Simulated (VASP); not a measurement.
Here is the system:

```
CdF2
1.0
    0.00000     2.73849     2.73849
    2.73849     0.00000     2.73849
    2.73849     2.73849     0.00000
Cd F
1 2
Cartesian
  0.00000   0.00000   0.00000
  1.36924   1.36924   1.36924
  4.10773   4.10773   4.10773
```

Method: PW91 GGA, VASP's PBE PAW potentials (set 64) (plane waves; VASP). Settings: 520 eV cut-off, 8×8×8 Γ-centred mesh, tetrahedra with Blöchl corrections, potentials Cd F.

### Question
Tabulate the total density of states (states/eV per cell) against energy (eV; zero at the valence-band maximum or, without a gap, the Fermi level).

### Answer

(E (eV), DOS (states/eV)): (-9.94, 0.00); (-9.58, 0.00); (-9.10, 0.00); (-8.74, 0.00); (-8.26, 0.00); (-7.90, 0.00); (-7.42, 0.00); (-7.06, 0.00); (-6.58, 0.00); (-6.22, 0.00); (-5.74, 0.00); (-5.38, 1.87); (-4.90, 4.26); (-4.54, 12.2); (-4.06, 0.00); (-3.70, 0.00); (-3.22, 2.79); (-2.86, 1.81); (-2.38, 2.97); (-2.02, 4.50); (-1.54, 2.76); (-1.18, 2.93); (-0.70, 1.69); (-0.34, 9.48); (0.14, 0.00); (0.50, 0.00); (0.98, 0.00); (1.34, 0.00); (1.82, 0.00); (2.18, 0.00); (2.66, 0.00); (3.02, 0.00); (3.50, 0.07); (3.86, 0.09); (4.34, 0.14); (4.70, 0.19); (5.18, 0.25); (5.54, 0.32); (6.02, 0.44); (6.38, 0.56)
Within 2 eV below the valence-band maximum the largest weight inside VASP's projection spheres is F p.

The compound is CdF2 in the fluorite structure. It was relaxed first.
